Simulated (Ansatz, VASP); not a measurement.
# Ti (Titanium) in two plane-wave programs

One calculation is typed for both programs; each brings its own data sets. How far apart do they land? The cell is taken from a series of runs on this material, whose earlier steps may have relaxed, scaled, displaced or heated it; both programs get it as it stands.

Program: Ansatz 0.2.0. Level of theory: plane waves, with VASP 6.6.1 beside it; zone-centre phonons at LDA. Results are calculated unless marked as measured.

## (1) Starting point

It takes space group P6_3/mmc (No. 194, hexagonal). Conventional cell: a = 2.845 Å, b = 2.845 Å, c = 4.625 Å, α = 90.00°, β = 90.00°, γ = 120.00°. Nearest to Ti lie 12 Ti at 2.84 to 2.85 Å.

## (2) VASP: zone-centre phonons, LDA

Second derivatives magnify differences that forces hide, and they need a tight electronic threshold.

Lines of VASP's logs that name or quote its potential files are left out, and so is its time.

Input file INCAR:

```
SYSTEM = Ti
PREC = Accurate
ENCUT = 500
EDIFF = 1E-08
NELM = 120
ISMEAR = 1
SIGMA = 0.2
LREAL = .FALSE.
ALGO = Normal
GGA = CA
NBANDS = 18
LASPH = .TRUE.
LORBIT = 11
LWAVE = .FALSE.
LCHARG = .FALSE.
ISIF = 2
IBRION = 8
GGA_COMPAT = .FALSE.
KPAR = 2
```

Input file POSCAR:

```
Ti
1.0
    2.8453570750      0.0000000000      0.0000000000
   -1.4226785375      2.4641515098      0.0000000000
    0.0000000000      0.0000000000      4.6246738551
Ti
2
Direct
    0.3333336331      0.6666663669      0.2500000000
    0.6666663669      0.3333336331      0.7500000000
```

Input file KPOINTS:

```
Automatic mesh
0
Gamma
18 18 12
0 0 0
```

Potentials, in the order of the species: Ti_sv (LDA family, release 64).

On the command line:

```bash
mpirun -np 2 vasp_std
```

Numbers of over 12 decimals in the logs are rounded to 6 here.

Log:

```text
[banner, memory and clock lines left out]
running    2 mpi-ranks, on    1 nodes
 distrk:  each k-point on    1 cores,    2 groups
 distr:  one band on    1 cores,    1 groups

 POSCAR found type information on POSCAR Ti
 POSCAR found :  1 types and       2 ions
 LDA part: xc-table for (Slater(with rela. corr.)+CA(PZ))
 , standard interpolation
 POSCAR, INCAR and KPOINTS ok, starting setup
 FFT: planning ... GRIDC
 FFT: planning ... GRID_SOFT
 FFT: planning ... GRID
 WAVECAR not read
 entering main loop
       N       E                     dE             d eps       ncg     rms          rms(c)
DAV:   1     0.253398613895E+03    0.25340E+03   -0.12988E+04  9324   0.164E+03
DAV:   2     0.102249998952E+02   -0.24317E+03   -0.23995E+03  9564   0.451E+02
DAV:   3    -0.179143479834E+02   -0.28139E+02   -0.27791E+02 17526   0.126E+02
DAV:   4    -0.189786896303E+02   -0.10643E+01   -0.10630E+01 10618   0.258E+01
DAV:   5    -0.190275580994E+02   -0.48868E-01   -0.48862E-01 14450   0.395E+00    0.124E+01
DAV:   6    -0.170974290603E+02    0.19301E+01   -0.69238E+00 11024   0.275E+01    0.327E+00
DAV:   7    -0.170742706101E+02    0.23158E-01   -0.75409E-01 14150   0.640E+00    0.203E+00
DAV:   8    -0.171009042859E+02   -0.26634E-01   -0.22790E-01 10728   0.598E+00    0.746E-01
DAV:   9    -0.170918545291E+02    0.90498E-02   -0.49014E-02 10876   0.250E+00    0.815E-02
DAV:  10    -0.170923233904E+02   -0.46886E-03   -0.31474E-03 13562   0.372E-01    0.929E-02
DAV:  11    -0.170923396044E+02   -0.16214E-04   -0.20319E-04 11896   0.127E-01    0.409E-02
DAV:  12    -0.170923300280E+02    0.95764E-05   -0.39960E-05 11006   0.606E-02    0.485E-03
DAV:  13    -0.170923295168E+02    0.51124E-06   -0.29706E-06 13742   0.134E-02    0.265E-03
DAV:  14    -0.170923297873E+02   -0.27051E-06   -0.49571E-07 10350   0.636E-03    0.554E-04
DAV:  15    -0.170923297799E+02    0.73683E-08   -0.51314E-08  9448   0.139E-03
   1 F= -.17092330E+02 E0= -.17093595E+02  d E =0.379653E-02
 Linear response reoptimize wavefunctions to high precision
DAV:   1    -0.170923297806E+02   -0.66302E-09   -0.24182E-09  7774   0.449E-04
DAV:   2    -0.170923297806E+02   -0.63665E-11   -0.18828E-10  5320   0.120E-04
 Linear response DOF=           2
 Linear response progress:
  Degree of freedom:   1/  2
       N       E                     dE             d eps       ncg     rms          rms(c)
 HAMIL_LR internal error: the vector H(1)-e(1) S(1) |phi(0)> is not orthogonal t
 o |phi(0)>         260           1  2.238273432610759E-004
 HAMIL_LR internal error: the vector H(1)-e(1) S(1) |phi(0)> is not orthogonal t
 o |phi(0)>         260           2  2.342921590783309E-004
 HAMIL_LR internal error: the vector H(1)-e(1) S(1) |phi(0)> is not orthogonal t
 o |phi(0)>         260           9 -1.236066911736748E-003
 HAMIL_LR internal error: the vector H(1)-e(1) S(1) |phi(0)> is not orthogonal t
 o |phi(0)>         260          10 -7.951578748151278E-004
 HAMIL_LR internal error: the vector H(1)-e(1) S(1) |phi(0)> is not orthogonal t
 o |phi(0)>         260          11 -1.538022495939650E-004
 HAMIL_LR internal error: the vector H(1)-e(1) S(1) |phi(0)> is not orthogonal t
 o |phi(0)>         260          13 -2.414535060891593E-004
 HAMIL_LR internal error: the vector H(1)-e(1) S(1) |phi(0)> is not orthogonal t
 o |phi(0)>         260          14 -1.734147493703819E-004
 HAMIL_LR internal error: the vector H(1)-e(1) S(1) |phi(0)> is not orthogonal t
 o |phi(0)>         260          15 -2.392908089968171E-004
 HAMIL_LR internal error: the vector H(1)-e(1) S(1) |phi(0)> is not orthogonal t
 o |phi(0)>         260          16 -2.604283672432602E-004
 HAMIL_LR internal error: the vector H(1)-e(1) S(1) |phi(0)> is not orthogonal t
 o |phi(0)>         260          18 -2.764560156600926E-004
 HAMIL_LR internal error: the vector H(1)-e(1) S(1) |phi(0)> is not orthogonal t
 o |phi(0)>         262           1  2.245838192061519E-004
 HAMIL_LR internal error: the vector H(1)-e(1) S(1) |phi(0)> is not orthogonal t
 o |phi(0)>         262           2  2.346454234312678E-004
 HAMIL_LR internal error: the vector H(1)-e(1) S(1) |phi(0)> is not orthogonal t
 o |phi(0)>         262           9 -1.230917215533337E-003
 HAMIL_LR internal error: the vector H(1)-e(1) S(1) |phi(0)> is not orthogonal t
 o |phi(0)>         262          10 -7.733082204567088E-004
 HAMIL_LR internal error: the vector H(1)-e(1) S(1) |phi(0)> is not orthogonal t
 o |phi(0)>         262          12 -1.493770059763644E-004
 HAMIL_LR internal error: the vector H(1)-e(1) S(1) |phi(0)> is not orthogonal t
 o |phi(0)>         262          13 -3.765340442866798E-004
 HAMIL_LR internal error: the vector H(1)-e(1) S(1) |phi(0)> is not orthogonal t
 o |phi(0)>         262          14 -2.466648144947708E-004
 HAMIL_LR internal error: the vector H(1)-e(1) S(1) |phi(0)> is not orthogonal t
 o |phi(0)>         262          16 -2.654460064624858E-004
 HAMIL_LR internal error: the vector H(1)-e(1) S(1) |phi(0)> is not orthogonal t
[...]
o |phi(0)>         274          17  1.282405321639778E-004
 HAMIL_LR internal error: the vector H(1)-e(1) S(1) |phi(0)> is not orthogonal t
 o |phi(0)>         276          13  1.041190940078984E-004
 HAMIL_LR internal error: the vector H(1)-e(1) S(1) |phi(0)> is not orthogonal t
 o |phi(0)>         313           9  1.088140059550824E-004
[...]
o |phi(0)>         375          18  1.047026638871795E-004
 HAMIL_LR internal error: the vector H(1)-e(1) S(1) |phi(0)> is not orthogonal t
 o |phi(0)>         381          13 -1.220637983819217E-004
 HAMIL_LR internal error: the vector H(1)-e(1) S(1) |phi(0)> is not orthogonal t
 o |phi(0)>         385          17  1.260283817033914E-004
 HAMIL_LR internal error: the vector H(1)-e(1) S(1) |phi(0)> is not orthogonal t
 o |phi(0)>         387          13 -1.839359050925804E-004
 HAMIL_LR internal error: the vector H(1)-e(1) S(1) |phi(0)> is not orthogonal t
 o |phi(0)>         387          14  1.033961095017466E-004
 HAMIL_LR internal error: the vector H(1)-e(1) S(1) |phi(0)> is not orthogonal t
 o |phi(0)>         389          17  1.032745432514304E-004
 HAMIL_LR internal error: the vector H(1)-e(1) S(1) |phi(0)> is not orthogonal t
 o |phi(0)>         391          13 -2.168562129452878E-004
 HAMIL_LR internal error: the vector H(1)-e(1) S(1) |phi(0)> is not orthogonal t
 o |phi(0)>         391          14  1.317707084582259E-004
RMM:  20    -0.638727532472E+00   -0.78665E-07   -0.23751E-06 35621   0.583E-04    0.621E-05
 HAMIL_LR internal error: the vector H(1)-e(1) S(1) |phi(0)> is not orthogonal t
 o |phi(0)>         275          14 -1.022914252006568E-004
 HAMIL_LR internal error: the vector H(1)-e(1) S(1) |phi(0)> is not orthogonal t
 o |phi(0)>         274          17  1.282405388850945E-004
 HAMIL_LR internal error: the vector H(1)-e(1) S(1) |phi(0)> is not orthogonal t
 o |phi(0)>         276          13  1.041190952432991E-004
 HAMIL_LR internal error: the vector H(1)-e(1) S(1) |phi(0)> is not orthogonal t
 o |phi(0)>         283          11 -1.362509450085411E-004
 HAMIL_LR internal error: the vector H(1)-e(1) S(1) |phi(0)> is not orthogonal t
 o |phi(0)>         285           9  1.255290224032451E-004
 HAMIL_LR internal error: the vector H(1)-e(1) S(1) |phi(0)> is not orthogonal t
 o |phi(0)>         285          10 -1.568079137890810E-004
 HAMIL_LR internal error: the vector H(1)-e(1) S(1) |phi(0)> is not orthogonal t
 o |phi(0)>         286          10 -1.224034436338381E-004
 HAMIL_LR internal error: the vector H(1)-e(1) S(1) |phi(0)> is not orthogonal t
 o |phi(0)>         301          17  1.037061779652071E-004
 HAMIL_LR internal error: the vector H(1)-e(1) S(1) |phi(0)> is not orthogonal t
 o |phi(0)>         313           9  1.088140090635958E-004
 HAMIL_LR internal error: the vector H(1)-e(1) S(1) |phi(0)> is not orthogonal t
 o |phi(0)>         313          10 -1.712352448523498E-004
 HAMIL_LR internal error: the vector H(1)-e(1) S(1) |phi(0)> is not orthogonal t
 o |phi(0)>         310          11 -1.433746053091794E-004
 HAMIL_LR internal error: the vector H(1)-e(1) S(1) |phi(0)> is not orthogonal t
 o |phi(0)>         326          14 -1.071832013175289E-004
 HAMIL_LR internal error: the vector H(1)-e(1) S(1) |phi(0)> is not orthogonal t
 o |phi(0)>         328          13 -1.110989364358494E-004
 HAMIL_LR internal error: the vector H(1)-e(1) S(1) |phi(0)> is not orthogonal t
 o |phi(0)>         334          10  1.056093572696370E-004
 HAMIL_LR internal error: the vector H(1)-e(1) S(1) |phi(0)> is not orthogonal t
 o |phi(0)>         355          13 -1.595501866753779E-004
 HAMIL_LR internal error: the vector H(1)-e(1) S(1) |phi(0)> is not orthogonal t
 o |phi(0)>         355          14  1.005957005124070E-004
 HAMIL_LR internal error: the vector H(1)-e(1) S(1) |phi(0)> is not orthogonal t
 o |phi(0)>         361           9 -1.018095965753876E-004
 HAMIL_LR internal error: the vector H(1)-e(1) S(1) |phi(0)> is not orthogonal t
 o |phi(0)>         361          10  1.233650840367501E-004
 HAMIL_LR internal error: the vector H(1)-e(1) S(1) |phi(0)> is not orthogonal t
 o |phi(0)>         354          13 -1.058147559412359E-004
 HAMIL_LR internal error: the vector H(1)-e(1) S(1) |phi(0)> is not orthogonal t
 o |phi(0)>         354          15  1.084835111944474E-004
 HAMIL_LR internal error: the vector H(1)-e(1) S(1) |phi(0)> is not orthogonal t
 o |phi(0)>         375          18  1.047026763194570E-004
 HAMIL_LR internal error: the vector H(1)-e(1) S(1) |phi(0)> is not orthogonal t
 o |phi(0)>         360          13 -1.337004758216742E-004
 HAMIL_LR internal error: the vector H(1)-e(1) S(1) |phi(0)> is not orthogonal t
 o |phi(0)>         381          13 -1.220638035580590E-004
 HAMIL_LR internal error: the vector H(1)-e(1) S(1) |phi(0)> is not orthogonal t
 o |phi(0)>         385          17  1.260283873825152E-004
 HAMIL_LR internal error: the vector H(1)-e(1) S(1) |phi(0)> is not orthogonal t
 o |phi(0)>         364          12 -1.038383290569156E-004
 HAMIL_LR internal error: the vector H(1)-e(1) S(1) |phi(0)> is not orthogonal t
 o |phi(0)>         387          13 -1.839359115409223E-004
 HAMIL_LR internal error: the vector H(1)-e(1) S(1) |phi(0)> is not orthogonal t
 o |phi(0)>         387          14  1.033961127135108E-004
 HAMIL_LR internal error: the vector H(1)-e(1) S(1) |phi(0)> is not orthogonal t
 o |phi(0)>         366          12 -1.322806150663158E-004
 HAMIL_LR internal error: the vector H(1)-e(1) S(1) |phi(0)> is not orthogonal t
 o |phi(0)>         389          17  1.032745485496367E-004
 HAMIL_LR internal error: the vector H(1)-e(1) S(1) |phi(0)> is not orthogonal t
 o |phi(0)>         391          13 -2.168562197112922E-004
 HAMIL_LR internal error: the vector H(1)-e(1) S(1) |phi(0)> is not orthogonal t
 o |phi(0)>         391          14  1.317707119987410E-004
 HAMIL_LR internal error: the vector H(1)-e(1) S(1) |phi(0)> is not orthogonal t
 o |phi(0)>         382          13 -1.843404713679862E-004
 HAMIL_LR internal error: the vector H(1)-e(1) S(1) |phi(0)> is not orthogonal t
 o |phi(0)>         382          15  1.129625067473605E-004
 HAMIL_LR internal error: the vector H(1)-e(1) S(1) |phi(0)> is not orthogonal t
 o |phi(0)>         388           9 -1.179337395720188E-004
 HAMIL_LR internal error: the vector H(1)-e(1) S(1) |phi(0)> is not orthogonal t
 o |phi(0)>         388          10  1.302756382471001E-004
 HAMIL_LR internal error: the vector H(1)-e(1) S(1) |phi(0)> is not orthogonal t
 o |phi(0)>         388          17  1.265166863276823E-004
 HAMIL_LR internal error: the vector H(1)-e(1) S(1) |phi(0)> is not orthogonal t
 o |phi(0)>         390          13 -1.373717337412872E-004
RMM:  21    -0.638727594415E+00   -0.61943E-07   -0.17729E-06 36070   0.540E-04    0.649E-05
 first order change of Fermi-energy  -0.22020E-03
 force on displaced ion       1 direction 3 :  -0.000   0.000  -3.310
 Linear response finished
```

From OUTCAR (step 2):

```text
ion  position               nearest neighbor table
   1  0.333  0.667  0.250-   2 2.84   2 2.84   2 2.84   2 2.84   2 2.84   2 2.84
   2  0.667  0.333  0.750-   1 2.84   1 2.84   1 2.84   1 2.84   1 2.84   1 2.84

  LATTYP: Found a hexagonal cell.
 ALAT       =     2.8453570750
 C/A-ratio  =     1.6253404171

 Subroutine GETGRP returns: Found 24 space group operations
 (whereof 12 operations were pure point group operations)

The static configuration has the point symmetry D_3d.
 The point group associated with its full space group is D_6h.

 Found    259 irreducible k-points:

   k-points           NKPTS =    259   k-points in BZ     NKDIM =    259   number of bands    NBANDS=     18

   dimension x,y,z NGX =    24 NGY =   24 NGZ =   36
   dimension x,y,z NGXF=    48 NGYF=   48 NGZF=   72

   ENCUT  =  500.0 eV  36.75 Ry    6.06 a.u.   5.19  5.19  8.43*2*pi/ulx,y,z

   NELECT =      24.0000    total number of electrons

 k-points in reciprocal lattice and weights: Automatic mesh
   0.00000000  0.00000000  0.00000000       0.000
   0.05555556  0.00000000  0.00000000       0.002
   0.11111111  0.00000000  0.00000000       0.002
   0.16666667  0.00000000  0.00000000       0.002
   0.22222222  0.00000000  0.00000000       0.002
   0.27777778  0.00000000  0.00000000       0.002
   0.33333333  0.00000000  0.00000000       0.002
   0.38888889  0.00000000  0.00000000       0.002
   0.44444444  0.00000000  0.00000000       0.002
[...]
0.33333333  0.27777778  0.50000000       0.003
   0.33333333  0.33333333  0.50000000       0.001

 average (electrostatic) potential at core
       1 -71.6706       2 -71.6706

  Total       -0.0467064     -0.0467064     -0.6188263      0.0000000     -0.0000000      0.0000000
  in kB       -2.3078199     -2.3078199    -30.5769430      0.0000000     -0.0000000      0.0000000
  external PRESSURE =     -11.7308610 kB  Pullay stress =       0.0000000 kB

  energy-cutoff  :      500.00
  volume of cell :       32.43
      direct lattice vectors                 reciprocal lattice vectors
     2.845357075  0.000000000  0.000000000     0.351449739  0.202909601  0.000000000
    -1.422678537  2.464151510  0.000000000     0.000000000  0.405819202  0.000000000
     0.000000000  0.000000000  4.624673855     0.000000000  0.000000000  0.216231464

 POSITION                                       TOTAL-FORCE (eV/Angst)
 -----------------------------------------------------------------------------------
      0.00000      1.64277      1.15617        -0.000000      0.000000      0.000000
      1.42268      0.82138      3.46851         0.000000     -0.000000      0.000000
 -----------------------------------------------------------------------------------
    total drift:                               -0.000817      0.000472     -0.000014

 Eigenvectors and eigenvalues of the dynamical matrix
 ----------------------------------------------------

   1 f  =    5.812914 THz    36.523618 2PiTHz  193.897952 cm-1    24.040271 meV
             X         Y         Z           dx          dy          dz
      0.000001  1.642767  1.156168     0.000000    0.000000   -0.707107
      1.422677  0.821385  3.468505     0.000000    0.000000    0.707107

   2 f  =    3.333969 THz    20.947948 2PiTHz  111.209250 cm-1    13.788184 meV
             X         Y         Z           dx          dy          dz
      0.000001  1.642767  1.156168     0.000000    0.707107    0.000000
      1.422677  0.821385  3.468505    -0.000000   -0.707107    0.000000

   3 f  =    3.333969 THz    20.947948 2PiTHz  111.209250 cm-1    13.788184 meV
             X         Y         Z           dx          dy          dz
      0.000001  1.642767  1.156168    -0.707107   -0.000000    0.000000
      1.422677  0.821385  3.468505     0.707107   -0.000000    0.000000

   4 f  =    0.000000 THz     0.000000 2PiTHz    0.000000 cm-1     0.000000 meV
             X         Y         Z           dx          dy          dz
      0.000001  1.642767  1.156168     0.000000    0.000000    0.707107
      1.422677  0.821385  3.468505     0.000000    0.000000    0.707107

   5 f/i=    0.000000 THz     0.000000 2PiTHz    0.000001 cm-1     0.000000 meV
             X         Y         Z           dx          dy          dz
      0.000001  1.642767  1.156168     0.706325   -0.033234    0.000000
      1.422677  0.821385  3.468505     0.706325   -0.033234    0.000000

   6 f/i=    0.000000 THz     0.000000 2PiTHz    0.000002 cm-1     0.000000 meV
             X         Y         Z           dx          dy          dz
      0.000001  1.642767  1.156168     0.033234    0.706325    0.000000
      1.422677  0.821385  3.468505     0.033234    0.706325    0.000000

 ELASTIC MODULI CONTR FROM IONIC RELAXATION (kBar)
 Direction    XX          YY          ZZ          XY          YZ          ZX
 --------------------------------------------------------------------------------
 XX        -134.3624    134.3624      0.0000     -0.0000      0.0000      0.0000
 YY         134.3624   -134.3624     -0.0000      0.0000     -0.0000      0.0000
 ZZ           0.0000     -0.0000     -0.0000      0.0000     -0.0000      0.0000
 XY          -0.0000      0.0000      0.0000   -134.3624      0.0000      0.0000
 YZ           0.0000     -0.0000     -0.0000     -0.0000     -0.0000      0.0000
 ZX           0.0000      0.0000      0.0000      0.0000      0.0000      0.0000
 --------------------------------------------------------------------------------
```

[end of part 1 of 2]

[Lines on the potential files, build, host, timing and source positions are cut from VASP's logs without a mark.]

[Logs are printed without paths, hosts, clocks, repeated set-up lines and the standing remarks that a program may print on its own settings, such as how far it seeks lower states.]

[Hosts, paths, dates, database ids (printed as entryN), source tags and the programs' standing remarks are cut or masked in the printed files.]
